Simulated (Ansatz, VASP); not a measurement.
**Cross-check of Tl (hcp) between VASP and Ansatz**

Aim: how closely do two programs agree when they are given the same cell, functional and k mesh? The two relaxations start from unlike cells of this crystal (the structure described is Ansatz's start), so only their ends are compared.

Calculated with Ansatz 0.2.0; plane waves, with VASP 6.6.1 beside it; relaxation of cell and atoms at PBEsol.

### 1. The structure

The structure is hexagonal, space group P6_3/mmc (No. 194). The conventional cell has a = 3.438 Å, b = 3.438 Å, c = 5.478 Å, α = 90.00°, β = 90.00°, γ = 120.00°. Tl has 12 Tl at 3.38 to 3.44 Å nearest.

Coordinates:

```cif
data_structure
_symmetry_space_group_name_H-M 'P 1'
_symmetry_Int_Tables_number 1
_cell_length_a 3.4380
_cell_length_b 3.4380
_cell_length_c 5.4780
_cell_angle_alpha 90.000
_cell_angle_beta 90.000
_cell_angle_gamma 120.000
_cell_volume 56.07
loop_
_atom_site_label
_atom_site_type_symbol
_atom_site_fract_x
_atom_site_fract_y
_atom_site_fract_z
_atom_site_occupancy
Tl1 Tl 0.33333 0.66667 0.25000 1
Tl2 Tl 0.66667 0.33333 0.75000 1
```

### 2. VASP: relaxation of cell and atoms, PBEsol

The relaxed volume is the usual yardstick between codes: in a stiff, nearly cubic crystal its relative difference is about their pressure difference at one cell divided by the bulk modulus.

Lines of VASP's logs that name or quote its potential files are left out, and so is its time.

File INCAR:

```
SYSTEM = Tl
PREC = Accurate
ENCUT = 500
EDIFF = 1E-07
NELM = 120
ISMEAR = -1
SIGMA = 0.05
LREAL = .FALSE.
ALGO = Normal
GGA = PS
NBANDS = 19
LORBIT = 11
LWAVE = .FALSE.
LCHARG = .FALSE.
ISIF = 3
IBRION = 2
NSW = 80
EDIFFG = -0.005
LASPH = .TRUE.
GGA_COMPAT = .FALSE.
NELMIN = 4
```

File POSCAR:

```
Tl
1.0
    3.4913792213      0.0000000000      0.0000000000
   -1.7456896107      3.0236227459      0.0000000000
    0.0000000000      0.0000000000      5.4230516658
Tl
2
Direct
    0.3333333333      0.6666666667      0.2500000000
    0.6666666667      0.3333333333      0.7500000000
```

File KPOINTS:

```
Automatic mesh
0
Gamma
13 13 7
0 0 0
```

The projector-augmented-wave data sets are Tl_d (PBE family, release 64).

On the command line:

```console
> mpirun -np 1 vasp_std
```

Numbers of over 12 decimals in the logs are rounded to 6 here.

Log:

```text
[banner, memory and clock lines left out]
running    1 mpi-ranks, on    1 nodes
 distrk:  each k-point on    1 cores,    1 groups
 distr:  one band on    1 cores,    1 groups

 POSCAR found type information on POSCAR Tl
 POSCAR found :  1 types and       2 ions
|                                                                             |
|               ----> ADVICE to this user running VASP <----                  |
|                                                                             |
|     You enforced a specific xc type in the INCAR file but a different       |
|     [... a line on the potential file left out ...]
|     I HOPE YOU KNOW WHAT YOU ARE DOING!                                     |
|                                                                             |

 LDA part: xc-table for (Slater+PW92), standard interpolation
 POSCAR, INCAR and KPOINTS ok, starting setup
 FFT: planning ... GRIDC
 FFT: planning ... GRID_SOFT
 FFT: planning ... GRID
 WAVECAR not read
 entering main loop
       N       E                     dE             d eps       ncg     rms          rms(c)
DAV:   1     0.126060778474E+03    0.12606E+03   -0.13941E+04  3208   0.125E+03
DAV:   2    -0.289970195041E+01   -0.12896E+03   -0.12673E+03  3424   0.277E+02
DAV:   3    -0.533100574411E+01   -0.24313E+01   -0.24224E+01  3684   0.336E+01
DAV:   4    -0.534593681806E+01   -0.14931E-01   -0.14930E-01  3449   0.280E+00
DAV:   5    -0.534613320162E+01   -0.19638E-03   -0.19638E-03  3519   0.322E-01    0.303E+00
DAV:   6    -0.528270929145E+01    0.63424E-01   -0.11382E-01  3360   0.270E+00    0.213E+00
DAV:   7    -0.527171256293E+01    0.10997E-01   -0.42051E-02  3342   0.163E+00    0.843E-01
DAV:   8    -0.527086828643E+01    0.84428E-03   -0.25305E-03  3330   0.396E-01    0.479E-02
DAV:   9    -0.527086984400E+01   -0.15576E-05   -0.15797E-05  3619   0.352E-02    0.115E-02
DAV:  10    -0.527087205701E+01   -0.22130E-05   -0.24854E-06  3409   0.143E-02    0.118E-03
DAV:  11    -0.527087210641E+01   -0.49405E-07   -0.15325E-07  2233   0.282E-03
   1 F= -.52708721E+01 E0= -.52675805E+01  d E =-.527087E+01
 curvature:   0.00 expect dE= 0.000E+00 dE for cont linesearch  0.000E+00
 trial: gam= 0.00000 g(F)=  0.220E-45 g(S)=  0.692E-05 ort = 0.000E+00 (trialstep = 0.100E+01)
 search vector abs. value=  0.692E-05
 bond charge predicted
       N       E                     dE             d eps       ncg     rms          rms(c)
DAV:   1    -0.527101333788E+01   -0.14128E-03   -0.25032E-03  3285   0.419E-01    0.669E-02
DAV:   2    -0.527089083742E+01    0.12250E-03   -0.24038E-04  3246   0.125E-01    0.220E-02
DAV:   3    -0.527087449488E+01    0.16343E-04   -0.52043E-05  3354   0.597E-02    0.163E-02
DAV:   4    -0.527087491281E+01   -0.41793E-06   -0.27459E-06  3307   0.105E-02    0.185E-03
DAV:   5    -0.527087475390E+01    0.15891E-06   -0.72879E-07  3321   0.697E-03    0.119E-03
DAV:   6    -0.527087478317E+01   -0.29265E-07   -0.22832E-08  1668   0.121E-03
   2 F= -.52708748E+01 E0= -.52675811E+01  d E =-.267676E-05
 trial-energy change:   -0.000003  1 .order   -0.000003   -0.000007    0.000001
 step:   0.8687(harm=  0.9072)  dis= 0.00000  next Energy=    -5.270875 (dE=-0.272E-05)
 reached required accuracy - stopping structural energy minimisation
```

Parts of OUTCAR (step 2):

```text
ion  position               nearest neighbor table
   1  0.333  0.667  0.250-   2 3.38   2 3.38   2 3.38   2 3.38   2 3.38   2 3.38
   2  0.667  0.333  0.750-   1 3.38   1 3.38   1 3.38   1 3.38   1 3.38   1 3.38

  LATTYP: Found a hexagonal cell.
 ALAT       =     3.4913792213
 C/A-ratio  =     1.5532691587

 Subroutine GETGRP returns: Found 24 space group operations
 (whereof 12 operations were pure point group operations)

The static configuration has the point symmetry D_3d.
 The point group associated with its full space group is D_6h.

 Found     84 irreducible k-points:

   k-points           NKPTS =     84   k-points in BZ     NKDIM =     84   number of bands    NBANDS=     19

   dimension x,y,z NGX =    28 NGY =   28 NGZ =   40
   dimension x,y,z NGXF=    56 NGYF=   56 NGZF=   80

   ENCUT  =  500.0 eV  36.75 Ry    6.06 a.u.   6.37  6.37  9.89*2*pi/ulx,y,z

   NELECT =      26.0000    total number of electrons

 k-points in reciprocal lattice and weights: Automatic mesh
   0.00000000  0.00000000  0.00000000       0.001
   0.07692308  0.00000000  0.00000000       0.005
   0.15384615 -0.00000000  0.00000000       0.005
   0.23076923  0.00000000  0.00000000       0.005
   0.30769231 -0.00000000  0.00000000       0.005
   0.38461538  0.00000000  0.00000000       0.005
   0.46153846  0.00000000  0.00000000       0.005
   0.07692308  0.07692308  0.00000000       0.005
   0.15384615  0.07692308  0.00000000       0.010
[...]
0.38461538  0.23076923  0.42857143       0.010
   0.30769231  0.30769231  0.42857143       0.010

 average (electrostatic) potential at core
       1 -82.9399       2 -82.9399

 E-fermi :   6.3558

 k-point     1 :       0.0000    0.0000    0.0000
  band No.  band energies     occupation
    ...
      9      -4.6466      2.00000
     10      -4.6466      2.00000
     11      -3.6861      2.00000
     12       1.5494      2.00000
     13       3.6164      2.00000
     14      13.9949      0.00000
     15      13.9949      0.00000
     16      16.1576      0.00000
     17      16.1576      0.00000
     18      16.4413      0.00000
    ...

 k-point     2 :       0.0769    0.0000    0.0000
  band No.  band energies     occupation
    ...
      9      -4.6706      2.00000
     10      -4.6409      2.00000
     11      -3.5755      2.00000
     12       1.6158      2.00000
     13       3.7604      2.00000
     14      12.7268      0.00000
     15      13.4790      0.00000
     16      15.1529      0.00000
     17      16.4959      0.00000
     18      17.1686      0.00000
    ...

 k-point     3 :       0.1538   -0.0000    0.0000
  band No.  band energies     occupation
    ...
      9      -4.7310      2.00000
     10      -4.6271      2.00000
     11      -3.2381      2.00000
     12       1.8167      2.00000
     13       4.1798      2.00000
     14      10.5987      0.00000
     15      12.5401      0.00000
     16      13.9182      0.00000
     17      16.2941      0.00000
     18      16.4395      0.00000
    ...

  Total        0.0020196      0.0020196      0.0000601     -0.0000000      0.0000000      0.0000000
  in kB        0.0565599      0.0565599      0.0016827     -0.0000000      0.0000000      0.0000000
  external PRESSURE =       0.0382675 kB  Pullay stress =       0.0000000 kB

  energy-cutoff  :      500.00
  volume of cell :       57.21
      direct lattice vectors                 reciprocal lattice vectors
     3.490784806  0.000000000  0.000000000     0.286468532  0.165392704  0.000000000
    -1.745392403  3.023107967 -0.000000000    -0.000000000  0.330785407  0.000000000
     0.000000000  0.000000000  5.421261590    -0.000000000  0.000000000  0.184458909

 POSITION                                       TOTAL-FORCE (eV/Angst)
 -----------------------------------------------------------------------------------
     -0.00000      2.01541      1.35532         0.000000     -0.000000      0.000000
      1.74539      1.00770      4.06595        -0.000000      0.000000     -0.000000
 -----------------------------------------------------------------------------------
    total drift:                                0.000000     -0.000000      0.000000

  FREE ENERGIE OF THE ION-ELECTRON SYSTEM (eV)
  ---------------------------------------------------
  free  energy   TOTEN  =        -5.2708747832 eV

  energy  without entropy=       -5.2642873552  energy(sigma->0) =       -5.26758107

 reached required accuracy - stopping structural energy minimisation

 total charge
# of ion       s       p       d       tot
------------------------------------------
    1        1.176   0.391   9.636  11.204
    2        1.176   0.391   9.636  11.204
--------------------------------------------------
tot          2.352   0.782  19.273  22.407

[... 3 further parts left out ...]
```

CONTCAR:

```
Tl
   1.00000000000000
     3.4907848061055735    0.0000000000000098    0.0000000000000000
    -1.7453924031027699    3.0231079674220296   -0.0000000000000000
     0.0000000000000000    0.0000000000000000    5.4212615898727048
  Tl
     2
Direct
     0.3333333332999970    0.6666666667000030    0.2500000000000000
     0.6666666667000030    0.3333333332999970    0.7500000000000000
```

### 3. Ansatz: relaxation of cell and atoms, PBEsol

Ansatz runs on its default PAW (the set named soft_2) files.

Its own start cell and the same functional, mesh and smearing now go to Ansatz.

File input.yaml:

```yaml
crystal:
  lattice:
    - [3.438, 0.0, 0.0]
    - [-1.719, 2.9773953382, 0.0]
    - [0.0, 0.0, 5.478]
  atoms:
    - { symbol: Tl, position: [0.3333333333, 0.6666666667, 0.25] }
    - { symbol: Tl, position: [0.6666666667, 0.3333333333, 0.75] }
basis:
  ecutwfc: 420
  xc_grid: 2
hamiltonian:
  xc: pbesol
kpoints:
  mp_grid: { grid: [13, 13, 7] }
scf:
  occupations: { method: fermi_dirac, width: 0.05 }
  max_iter: 150
output:
  forces: true
  stress: true
relax:
  f_tol: 0.01
  max_steps: 60
  cell: {}
checkpoint:
  write: "../pbesol.run"
  compress: false
  write_wavefunctions: false
  write_every: 100000
```

On the command line:

```console
> ansatz run input.yaml --threads 1 --pin off --max-ram 2826MiB --backend cpu --events-out ev --progress --plain --runs-dir out
```

Log:

```text
Engine: ansatz 0.2.0, aarch64-unknown-linux-gnu
Pseudopotentials: kind: paw
Pseudopotential: Tl, paw, valence charge 13, recommended cutoff 420 eV (normal), Tl.paw.azcp
Functional definition: PBEsol
  exchange = pbesol_x
  correlation = pbesol_c
Crystal: 2 atoms, lattice volume = 56.074 Å³
Basis set: ecut = 420 eV, 1087 PW (Γ), exchange–correlation on 48×48×80 points (8 copies of the dense FFT grid, shifted against one another)
Bands: 17, of which v1, the nominal top of the filled ones, is band 13 counted from 1 (12 counted from 0)
Symmetry: 24 space group operations
Space group: P63/mmc (ITA 194), of the structure as read, at distance tolerance 3.8e-5 Å
k-points: 84 of 1183
Non-local potential: Tl, projectors of the file, l = 0: 2, l = 1: 2, l = 2: 2, l = 3: 1
PAW form: soft (Blöchl's): semilocal exchange-correlation on the pseudo side does not see the compensation charge
PAW frozen core: Tl, regenerated for the run's functional, and the local potential with it (the file was generated under x = pbe(κ = 0.804, μ = 0.219515), c = pbe(β = 0.066725))
PAW one-centre angular grid: Tl, 590 points (default); XC on 64 Gauss nodes
Initial density: superposition of atomic densities (neutral atoms: chi_scale 0, normalization atom), corrected by the library's trained network
Initial wavefunctions: pseudopotential atomic-orbital guess
Functional: x = pbesol(κ = 0.804, μ = 0.123457), c = pbesol(β = 0.046)
SCF iter   1: F=—  HF=-22591.359550 eV  |F-HF|=—  |Δ(HF+E_count)|=         —  Δρ=2.65e-3  dr2=4.47e-3  ethr=1.77e-3  ⟨swp⟩=6.1  Hψ=7170  notcnv=0
preconditioner: auto → Kerker (q_TF=auto, 2.400 Å⁻¹)  [metal: Δε(μ)=0.072 eV  Ē_g=13.736 eV  σ=0.050 eV  W_gap=0.32  n_scr=10 (ndim 8)  ℏωp=25.3 eV  f_vac=0.000  D(μ)=0.83/eV (n_scr^D=2)]
SCF iter   2: F=—  HF=-22591.356200 eV  |F-HF|=—  |Δ(HF+E_count)|=   3.35e-3  Δρ=1.08e-3  dr2=8.92e-4  ethr=1.72e-5  ⟨swp⟩=2.5  Hψ=3137  notcnv=0
SCF iter   3: F=—  HF=-22591.355877 eV  |F-HF|=—  |Δ(HF+E_count)|=   3.23e-4  Δρ=2.94e-4  dr2=6.00e-5  ethr=3.43e-6  ⟨swp⟩=2.0  Hψ=2269  notcnv=0
SCF iter   4: F=—  HF=-22591.355872 eV  |F-HF|=—  |Δ(HF+E_count)|=   5.44e-6  Δρ=8.16e-5  dr2=2.56e-6  ethr=2.31e-7  ⟨swp⟩=2.7  Hψ=2492  notcnv=0
SCF iter   5: F=—  HF=-22591.355871 eV  |F-HF|=—  |Δ(HF+E_count)|=   2.76e-7  Δρ=2.20e-5  dr2=1.81e-7  ethr=9.85e-9  ⟨swp⟩=2.0  Hψ=2497  notcnv=0
SCF iter   6: F=-22591.355871 eV  HF=-22591.355871 eV  |F-HF|=1.88e-9  |Δ(HF+E_count)|=   3.49e-8  Δρ=3.69e-6  dr2=6.49e-9  ethr=3.85e-10  ⟨swp⟩=4.0  Hψ=4168  notcnv=0
SCF 1 converged in 6 iterations: F = -22591.355871 eV  dr2 = 6.49e-9
  greatest PAW one-centre occupation: 0.962 electrons in one spin orbital (limit 2), on the Tl atom at site 1 (counted from 0), in its partial waves of l = 2
relax step   1: F+E_penalty+E_count = -22591.35587131 eV  Δ(F+E_penalty+E_count) = +0.000e0 eV  max|allowed force component| = 5.898e-17 eV/Å  Δτ_max = 0.0000 Å  P = +0.753 GPa  Ω = 56.074 Å³  (6 SCF iters, dr2 threshold 1.00e-7 eV, accepted)
[...]
relax step   2: F+E_penalty+E_count = -22591.36061420 eV  Δ(F+E_penalty+E_count) = -4.743e-3 eV  max|allowed force component| = 4.163e-17 eV/Å  Δτ_max = 0.0000 Å  P = +0.081 GPa  Ω = 57.098 Å³  energy of the carried Pulay correction = -2.609e-4 eV  (4 SCF iters, dr2 threshold 2.00e-7 eV, accepted)
[...]
relax step   3: F+E_penalty+E_count = -22591.36159001 eV  Δ(F+E_penalty+E_count) = -9.758e-4 eV  max|allowed force component| = 3.527e-17 eV/Å  Δτ_max = 0.0000 Å  P = -0.014 GPa  Ω = 57.322 Å³  energy of the carried Pulay correction = -3.160e-4 eV  (4 SCF iters, dr2 threshold 2.00e-7 eV, accepted)
[...]
relax step   4: F+E_penalty+E_count = -22591.36190534 eV  Δ(F+E_penalty+E_count) = -3.153e-4 eV  max|allowed force component| = 3.643e-17 eV/Å  Δτ_max = 0.0000 Å  P = -0.015 GPa  Ω = 57.322 Å³  stress off target by 3.46e-2 GPa  SCF on the basis re-selected at this cell (its energy is not comparable with the rows above)  (5 SCF iters)
basis re-selected at this cell: Δ(F+E_penalty+E_count) = -3.153e-4 eV, ΔP = -0.001 GPa vs the last step (what re-selecting the basis moved, of the pressure what is left beyond the Pulay correction that the steps carried, after the strain that the cell walked since its last selection, with what the two solves' SCF thresholds leave and, on support functions, any second-order correction that the steps lacked; it is no m [...]
SCF converged after 5 iterations
Free energy (F): -22591.361905 eV
Harris-Foulkes:  -22591.361905 eV  (|F-HF|=3.64e-12)
Internal energy: -22591.355308 eV  (E = F + TS)
E sigma→0 (E₀):  -22591.358607 eV
Entropy (-TS):   -0.006597 eV (-3.299 meV/atom)
Fermi energy:    10.169195 eV
--- Per-component energies (eV) ---
  E_band       = 11.566259
  E_kinetic    = 667.175832
  E_local      = -1754.721534  (includes V_loc(G=0)·N_el)
  E_nonlocal   = 638.260975
  E_hartree    = 646.255262
  E_xc         = -457.840940
  E_vxc        = -284.764509  (∫ρ·V_xc dr)
  E_paw        = -20034.706453  (= ΣΔE_a)
  E_vpaw       = -546.895128  (= ΣTr[D̂ρ^β])
  E_aug_tail   = 0.000068  (compensation charges beyond the density's cutoff)
  E_ewald      = -2295.855049
  E_core_change = 0.076530  (= ΣΔE_core)
  E_smearing   = -0.006597  (= −TS)
  E_closure    = 0.000000  (closes the sum)
  Σ components = -22591.361905   (vs F -22591.361905, Δ=0.00e0)
--- Forces (eV/Å), atoms counted from 1 ---
  atom   1  Tl    -0.00000000    -0.00000000     0.00000000
  atom   2  Tl     0.00000000     0.00000000    -0.00000000
  max |Σ_I F_I| component: 4.63e-18 eV/Å
--- Stress (GPa, compression-positive) ---
       -0.005605      -0.000000       0.000000
        0.000000      -0.005605       0.000000
        0.000000       0.000000      -0.034568
  P = ⅓ Tr σ = -0.0153 GPa (-0.153 kbar)
--- Relaxed structure (3 steps of the walk, 3 accepted, 1 SCFs on fresh bases) ---
  F+E_penalty+E_count = -22591.36190534 eV   max|allowed force component| = 3.643e-17 eV/Å   (the final SCF, on the basis selected at the relaxed cell)
  cell:  # Å, volume = 57.3223 Å³
    - [3.492532, 0, -4.0987511428330606e-19]
    - [-1.746266, 3.024621, 2.0493755714164744e-19]
    - [-6.53081988379307e-19, 0, 5.426406]
  atoms:
    - { symbol: Tl, position: [0.333333, 0.666667, 0.25] }
    - { symbol: Tl, position: [0.666667, 0.333333, 0.75] }
```

### 4. Comparison

Known differences besides the potentials themselves: the cutoff is 420 eV in Ansatz and 500 eV in VASP; Ansatz makes its cores anew for this functional, VASP keeps those of its PBE data sets; Ansatz adds a Pulay correction to the stress that steers its cell, VASP none. Total energies have different zeros and are not compared.

The two programs side by side:

| quantity | Ansatz | VASP | difference |
| --- | --- | --- | --- |
| volume (Å³) | 57.32 | 57.21 | +0.20 % |
| edge a after relaxation, in the typed setting (Å) | 3.493 | 3.491 | +0.05 % |
| edge c after relaxation, in the typed setting (Å) | 5.426 | 5.421 | +0.09 % |

### 5. What came out

```
difference in volume (relaxation of cell and atoms, PBEsol) : 0.20 %
```

**Reading.** The difference in volume is 0.20 % (relaxation of cell and atoms, PBEsol), within the 1.2 % picked in this series as the mark of a large difference, as far as the stopping tolerances let one tell. Such differences can come from data sets, numerical settings and the points named under the comparisons, not from the functional's error against experiment.

[Lines on the potential files, build, host, timing and source positions are cut from VASP's logs without a mark.]

[Logs are printed without paths, hosts, clocks, repeated set-up lines and the standing remarks that a program may print on its own settings, such as how far it seeks lower states.]

[Hosts, paths, dates, database ids (printed as entryN), source tags and the programs' standing remarks are cut or masked in the printed files.]
